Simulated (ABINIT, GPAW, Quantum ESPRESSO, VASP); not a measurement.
## One calculation of PPt, 4 ways

```
Pt P
1.0
     3.74303    0.00000    0.00000
    -1.87151    3.24156    0.00000
     0.00000    0.00000    6.35374
Pt P
2 2
Cartesian
  0.0000 2.1610 2.3630
  1.8715 1.0805 5.5398
  0.0000 2.1610 0.0197
  1.8715 1.0805 3.1966
```

The cell comes from a database or a generator and needn't be the stable form of this composition.

Alike in all runs: task single point; functional PBE; k mesh 8 × 8 × 4; occupations fermi-dirac, width 0.05 eV; no spin polarisation; no spin-orbit coupling. Pressure is positive in compression and, in plane waves, holds the error of the finite cutoff.

```
                    program and potentials  plane-wave cutoff (eV)                                      notes  pressure (GPa)  largest force (eV/Å)
                  ABINIT, JTH PAW PBE v2.0                     544   7.5 valence electrons an atom on average            0.78                 0.155
         VASP, PBE PAW files P, Pt, 520 eV                     520   7.5 valence electrons an atom on average           -0.08                 0.136
 Quantum ESPRESSO, SSSP 1.3 efficiency PBE                     748  10.5 valence electrons an atom on average            0.05                 0.136
GPAW, GPAW PAW data sets (gpaw-data 1.2.1)                     600  10.5 valence electrons an atom on average            0.86                 0.147
```

Force on atom 1 (Pt), eV/Å:

| program and potentials | x | y | z |
| --- | --- | --- | --- |
| ABINIT, JTH PAW PBE v2.0 | 0.000 | 0.000 | -0.155 |
| VASP, PBE PAW files P, Pt, 520 eV | 0.000 | 0.000 | -0.136 |
| Quantum ESPRESSO, SSSP 1.3 efficiency PBE | 0.000 | 0.000 | -0.136 |
| GPAW, GPAW PAW data sets (gpaw-data 1.2.1) | 0.000 | 0.000 | -0.147 |

The pressure spans -0.08 (VASP, PBE PAW files P, Pt, 520 eV) to 0.86 GPa (GPAW, GPAW PAW data sets (gpaw-data 1.2.1)).

The functional is the same throughout but for its coding, so the spread measures potentials, basis and numerics; runs on potential files found faulty are left out.
